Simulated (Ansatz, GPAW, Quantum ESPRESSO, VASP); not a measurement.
# BaMg2As2 (P1, 5 atoms in the cell) computed with different codes at matched settings

Self-consistent single point.

```yaml
crystal:
  lattice:
    - [4.49298, 0.00000, 0.00000]
    - [-2.24649, 3.89104, 0.00000]
    - [0.00000, 0.00000, 7.77006]
  atoms:
    - { symbol: Ba, position: [0.99612, 0.98988, 0.99523] }
    - { symbol: Mg, position: [0.67713, 0.34178, 0.37618] }
    - { symbol: Mg, position: [0.33423, 0.66617, 0.62602] }
    - { symbol: As, position: [0.65317, 0.32389, 0.72416] }
    - { symbol: As, position: [0.33935, 0.67828, 0.27841] }
```

Shared settings, as Ansatz (a quantum-chemistry and plane-wave program) writes them: kpoints.mp_grid.grid = 5 5 3; scf.occupations.method = fermi_dirac; scf.occupations.width = 0.0037 Ry. Potentials and cutoffs stand in the table.

```tsv
code	model	pressure (GPa)	largest force (eV/Å)	gap on the mesh (eV)	cutoff
Ansatz	PBEsol, PAW files made with PBE	-1.09	0.373	1.078	default
GPAW	PBEsol, GPAW PAW datasets PBEsol (made by gpaw-setup)	-0.83	0.352	1.036	800 eV
Quantum ESPRESSO	PBEsol, GBRV 1.5 ultrasoft (PBESOL) pseudopotentials	-0.92	0.363	1.063	40 Ry
VASP	PBEsol, VASP's PBE PAW potentials (set 64)	-0.76	0.336	–	300 eV
```

Size of the force on each atom (eV/Å): Sizes of forces hide their directions.

```json
[
 {"code": "Ansatz", "Ba1": "0.222", "Mg2": "0.124", "Mg3": "0.197", "As4": "0.373", "As5": "0.351"},
 {"code": "GPAW", "Ba1": "0.229", "Mg2": "0.125", "Mg3": "0.200", "As4": "0.352", "As5": "0.329"},
 {"code": "Quantum ESPRESSO", "Ba1": "0.227", "Mg2": "0.125", "Mg3": "0.199", "As4": "0.363", "As5": "0.342"},
 {"code": "VASP", "Ba1": "0.231", "Mg2": "0.123", "Mg3": "0.202", "As4": "0.336", "As5": "0.311"}
]
```

A dash marks a value that a program does not give, or that is left out as unsure.

No gap is tabulated for VASP: it is not read from that output, or partly filled or unconverged empty levels leave it unsure.

Gaps are read on the mesh. Another mesh or the band path gives a smaller gap, so these values are not converged in the mesh.

The spread over the programs that give each value: pressure within 0.33 GPa; largest force within 0.037 eV/Å; gap on the mesh within 0.042 eV.

Ansatz's pressure is given at a fixed set of plane waves, as the other plane-wave codes print theirs.

On the base mesh (4 4 2) the same programs gave: GPAW pressure -0.80 GPa, gap on the mesh 0.913 eV; Quantum ESPRESSO pressure -0.89 GPa, gap on the mesh 0.942 eV; Ansatz pressure -1.06 GPa, gap on the mesh 0.958 eV; VASP pressure -0.73 GPa.

The values differ from the base mesh's, so the mesh still matters here: the table compares the programs at equal settings.

VASP's run is marked for a possible Pulay error in its stress at this cutoff; no cutoff test was made.

The starting cell comes from a database of computed structures (which also holds hypothetical and non-ambient phases and stackings), without a prior relaxation at this level. Its atoms were displaced at random from the sites of space group no. 164.

Left out of this page: CP2K (unsound by tests on forces, stress, charge or solver warnings); SIESTA (not drawn, or without a comparable value).

Keys are those of Ansatz 0.2.
